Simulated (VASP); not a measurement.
# AgB2 (P6/mmm) in VASP: notebook, part 2 of 2

VASP 6.6.1.

### 3 Single point, r2SCAN

The input, INCAR:

```
SYSTEM = AgB2
PREC = Accurate
ENCUT = 460
EDIFF = 0.001
ISMEAR = 0
SIGMA = 0.05
LREAL = .False.
LASPH = .True.
NELM = 100
ALGO = Normal
ISIF = 2
LWAVE = .False.
LCHARG = .False.
METAGGA = R2SCAN
LMIXTAU = .True.
ADDGRID = .False.
```

The input, KPOINTS:

```
regular mesh
0
Gamma
  4 4 3
  0 0 0
```

The input, POSCAR:

```
AgB2
1.0
    3.0000000000      0.0000000000      0.0000000000
   -1.5000000000      2.5980762114      0.0000000000
    0.0000000000      0.0000000000      3.2400000000
Ag B
1 2
Direct
    0.0000000000      0.0000000000      0.0000000000
    0.6666666667      0.3333333333      0.5000000000
    0.3333333333      0.6666666667      0.5000000000
```

Potentials or basis: VASP PAW PBE potentials, release 64 (Ag, B).

On the command line:

```
$ cat potpaw_PBE.64/Ag/POTCAR potpaw_PBE.64/B/POTCAR > POTCAR
$ mpirun -np 1 vasp_std > vasp.out
```

OUTCAR:

```text
SYSTEM = AgB2
   PREC = Accurate
   ENCUT = 460
   EDIFF = 0.001
   ISMEAR = 0
   LREAL = .False.
   LASPH = .True.
   NELM = 100
   ISIF = 2
   METAGGA = R2SCAN

 Found      8 irreducible k-points:

 Following reciprocal coordinates:
            Coordinates               Weight
  0.000000  0.000000  0.000000      1.000000
  0.250000 -0.000000  0.000000      6.000000
  0.500000 -0.000000  0.000000      3.000000
  0.250000  0.250000  0.000000      6.000000
  0.000000  0.000000  0.333333      2.000000
  0.250000 -0.000000  0.333333     12.000000
   k-points           NKPTS =      8   k-points in BZ     NKDIM =      8   number of bands    NBANDS=     12
   number of dos      NEDOS =    301   number of ions     NIONS =      3
   total plane-waves  NPLWV =  13824
   dimension x,y,z NGX =    24 NGY =   24 NGZ =   24
   dimension x,y,z NGXF=    48 NGYF=   48 NGZF=   48
   ions per type =               1   2
   NGX,Y,Z   is equivalent  to a cutoff of  13.30, 13.30, 12.31 a.u.
   NGXF,Y,Z  is equivalent  to a cutoff of  26.60, 26.60, 24.63 a.u.
 SYSTEM =  AgB2
   PREC   = accura    normal or accurate (medium, high low for compatibility)
   ISTART =      0    job   : 0-new  1-cont  2-samecut
   ICHARG =      2    charge: 1-file 2-atom 10-const
   ISPIN  =      1    spin polarized calculation?
   LNONCOLLINEAR =      F non collinear calculations
   LSORBIT =      F    spin-orbit coupling
   LASPH  =      T    aspherical Exc in radial PAW
   ENCUT  =  460.0 eV  33.81 Ry    5.81 a.u.   5.25  5.25  5.67*2*pi/ulx,y,z
   NELM   =    100;   NELMIN=  2; NELMDL= -5     # of ELM steps
   EDIFF  = 0.1E-02   stopping-criterion for ELM
   LREAL  =      F    real-space projection
   EDIFFG = 0.1E-01   stopping-criterion for IOM
   NSW    =      0    number of steps for IOM
   IBRION =     -1    ionic relax: 0-MD 1-quasi-New 2-CG
   NFREE  =      0    steps in history (QN), initial steepest desc. (CG)
   ISIF   =      2    stress and relaxation
   ISYM   =      2    0-nonsym 1-usesym 2-fastsym
   POTIM  = 0.5000    time-step for ionic-motion
   TEBEG  =    0.0;   TEEND  =   0.0 temperature during run
   PSTRESS=    0.0 pullay stress
   NELECT =      17.0000    total number of electrons
   NUPDOWN=      -1.0000    fix difference up-down
   EMIN   =  10.00;   EMAX   =-10.00  energy-range for DOS
   EFERMI =   0.00;   METHOD = LEGACY
   ISMEAR =     0;   SIGMA  =   0.05  broadening in eV -4-tet -1-fermi 0-gaus
   EFERMI_NEDOS =   21; number of points for ismear=-14 and -15
   IALGO  =     38    algorithm
   IMIX   =      4    mixing-type and parameters
     AMIX     =   0.40;   BMIX     =  1.00
     AMIX_MAG =   1.60;   BMIX_MAG =  1.00
  volume/ion in A,a.u.               =       8.42        56.81
  Fermi-wavevector in a.u.,A,eV,Ry     =   1.434779  2.711340 28.008838  2.058591
  Thomas-Fermi vector in A             =   2.554150
   LORBIT       =      0    0 simple, 1 ext, 2 COOP (PROOUT), +10 PAW based schemes
   METAGGA = R2SCAN    functional components
   LHFCALC =     F    Hartree Fock is set to
   AEXX    =    0.0000 exact exchange contribution
   IVDW    =     0    specifies the selected vdW correction
   LEPSILON=     F    determine dielectric tensor
   LRPA    =     F    only Hartree local field effects (RPA)
 non-spin polarized calculation
 Gauss-broadening in eV      SIGMA  =   0.05
  energy-cutoff  :      460.00
  volume of cell :       25.25
 maximum number of plane-waves:       571
 NGX is ok and might be reduce to    24
   NGX = 11   NGY = 11   NGZ = 11

 number of electron      16.9999992 magnetization

 Free energy of the ion-electron system (eV)
  ---------------------------------------------------
  ext. energy  EPLUGINS =         0.00000000
  ---------------------------------------------------
  free energy    TOTEN  =       -32.99304862 eV

  energy without entropy =      -32.98575584  energy(sigma->0) =      -32.98940223

 E-fermi :  10.4522     XC(G=0): -14.2701

 val. band max:       10.4314449530   @ k =   0.2500  -0.0000   0.3333
 cond. band min:      10.5053149703   @ k =   0.5000  -0.0000   0.3333
 fundamental gap:      0.0738700173
 Fermi energy:        10.4521860439

 k-point     1 :       0.0000    0.0000    0.0000
  band No.  band energies     occupation
      1      -4.5289      2.00000
      2       3.3967      2.00000
      3       3.8235      2.00000
      4       3.8235      2.00000
      5       5.4662      2.00000
      6       5.4662      2.00000
      7       7.2878      2.00000
      8      11.7031      0.00000
      9      11.7031      0.00000
     10      16.4942      0.00000
     11      16.4943      0.00000
     12      16.7891      0.00000

 k-point     2 :       0.2500   -0.0000    0.0000
  band No.  band energies     occupation
      1      -3.2986      2.00000
      2       2.8235      2.00000
      3       3.7182      2.00000
      4       3.8312      2.00000
      5       4.5927      2.00000
      6       5.3060      2.00000
      7       8.3423      2.00000
      8       9.1325      2.00000
      9      10.3686      1.98197
     10      16.5192      0.00000
     11      17.9041      0.00000
     12      18.2461      0.00000

 k-point     3 :       0.5000   -0.0000    0.0000
  band No.  band energies     occupation
      1      -0.4019      2.00000
      2       0.1935      2.00000
      3       3.0999      2.00000
      4       3.3397      2.00000
      5       5.1510      2.00000
      6       5.9896      2.00000
      7       7.0434      2.00000
      8       7.2331      2.00000
      9      13.8151      0.00000
     10      15.2237      0.00000
     11      17.3722      0.00000
     12      17.3944      0.00000

 k-point     4 :       0.2500    0.2500    0.0000
  band No.  band energies     occupation
      1      -1.0607      2.00000
      2       1.7042      2.00000
      3       2.8655      2.00000
      4       3.4740      2.00000
      5       4.5807      2.00000
      6       5.4608      2.00000
      7       6.6703      2.00000
      8       7.1749      2.00000
      9      13.7402      0.00000
     10      16.1982      0.00000
     11      18.0078      0.00000
     12      20.4408      0.00000

 k-point     5 :       0.0000    0.0000    0.3333
  band No.  band energies     occupation
      1      -3.1927      2.00000
      2       1.7971      2.00000
      3       4.2866      2.00000
      4       4.2866      2.00000
      5       4.8596      2.00000
      6       4.8596      2.00000
      7       5.8074      2.00000
      8      10.6618      0.00000
      9      10.6619      0.00000
     10      18.0683      0.00000
     11      18.9917      0.00000
     12      18.9917      0.00000

 k-point     6 :       0.2500   -0.0000    0.3333
  band No.  band energies     occupation
      1      -2.2986      2.00000
      2       2.3654      2.00000
      3       3.6838      2.00000
      4       3.9972      2.00000
      5       4.0680      2.00000
      6       5.1449      2.00000
      7       6.5686      2.00000
      8       9.3822      2.00000
      9      10.4314      1.44256
     10      16.3285      0.00000
     11      17.8560      0.00000
     12      21.7700      0.00000

 [... further k-points ...]

------------------------ aborting loop because EDIFF is reached ----------------------------------------

  FORCE on cell =-STRESS in cart. coord.  units (eV):
  Direction    XX          YY          ZZ          XY          YZ          ZX
  --------------------------------------------------------------------------------------
  -------------------------------------------------------------------------------------
  Total        6.1723361      6.1723361     13.4373488      0.0000000     -0.0000000      0.0000000
  in kB      391.5993833    391.5993833    852.5228348      0.0000000     -0.0000000      0.0000000
  external PRESSURE =     545.2405338 kB  Pullay stress =       0.0000000 kB

 VOLUME and BASIS-vectors are now :
 -----------------------------------------------------------------------------
  energy-cutoff  :      460.00
  volume of cell :       25.25
      direct lattice vectors                 reciprocal lattice vectors
     3.000000000  0.000000000  0.000000000     0.333333333  0.192450090  0.000000000
    -1.500000000  2.598076211  0.000000000     0.000000000  0.384900179  0.000000000
     0.000000000  0.000000000  3.240000000     0.000000000  0.000000000  0.308641975

 POSITION                                       TOTAL-FORCE (eV/Angst)
 -----------------------------------------------------------------------------------
      0.00000      0.00000      0.00000        -0.000000     -0.000000      0.000000
      1.50000      0.86603      1.62000         0.000000      0.000000      0.000000
     -0.00000      1.73205      1.62000         0.000000      0.000000     -0.000000
 -----------------------------------------------------------------------------------
    total drift:                               -0.000000      0.000000      0.000000

  FREE ENERGIE OF THE ION-ELECTRON SYSTEM (eV)
  ---------------------------------------------------
  free  energy   TOTEN  =       -32.9930486249 eV

  energy  without entropy=      -32.9857558385  energy(sigma->0) =      -32.98940223
```

OSZICAR:

```text
N       E                     dE             d eps       ncg     rms          rms(c)
DAV:   1     0.495755569859E+02    0.49576E+02   -0.74873E+03   192   0.121E+03
DAV:   2    -0.384749694794E+02   -0.88051E+02   -0.82788E+02   208   0.263E+02
DAV:   3    -0.406697753234E+02   -0.21948E+01   -0.21313E+01   228   0.444E+01
DAV:   4    -0.406830965837E+02   -0.13321E-01   -0.13311E-01   224   0.348E+00
DAV:   5    -0.406832152126E+02   -0.11863E-03   -0.11862E-03   192   0.331E-01    0.195E+01
DAV:   6    -0.332629570690E+02    0.74203E+01   -0.18289E+01   196   0.701E+01    0.202E+01
DAV:   7    -0.330541441703E+02    0.20881E+00   -0.19266E+00   208   0.224E+01    0.914E+00
DAV:   8    -0.329886236280E+02    0.65521E-01   -0.21501E-01   204   0.534E+00    0.190E+00
DAV:   9    -0.329932979530E+02   -0.46743E-02   -0.86395E-03   212   0.134E+00    0.738E-01
DAV:  10    -0.329902897222E+02    0.30082E-02   -0.13258E-02   196   0.165E+00    0.455E-01
DAV:  11    -0.329927353687E+02   -0.24456E-02   -0.40964E-03   208   0.862E-01    0.519E-02
DAV:  12    -0.329930486249E+02   -0.31326E-03   -0.50783E-04   108   0.293E-01
   1 F= -.32993049E+02 E0= -.32989402E+02  d E =-.729279E-02
```

stdout:

```text
POSCAR found type information on POSCAR AgB
 POSCAR found :  2 types and       3 ions
 scaLAPACK will be used
 -----------------------------------------------------------------------------
|                                                                             |
|                                                                             |
|     You enforced a specific xc type in the INCAR file but a different       |
|     I HOPE YOU KNOW WHAT YOU ARE DOING!                                     |
|                                                                             |
 -----------------------------------------------------------------------------

 LDA part: xc-table for (None), standard interpolation
 POSCAR, INCAR and KPOINTS ok, starting setup
 FFT: planning ... GRIDC
 FFT: planning ... GRID_SOFT
 FFT: planning ... GRID
 WAVECAR not read
 entering main loop
```

It took 7.6 s on 1 thread of Intel Xeon 6975P-C (Granite Rapids), shared host; peak memory 0.14 GiB.

The run converged, but some of its settings lie outside the range that counts as converged, so its numbers aren't taken as properties of the crystal.

Results:

```
Free energy            : -32.9930 eV
Pressure               : 54.5 GPa
Band gap on the k mesh : none (metal or under the smearing width)
```

Caveat: the k mesh is coarse (spacing up to 0.65 Å⁻¹), so the values aren't converged; a pressure of tens of GPa on the cell as given is suspect, and the run, the potentials or the cell itself is likely at fault; the PAW data sets were made with another functional, which shifts forces and pressure a little.
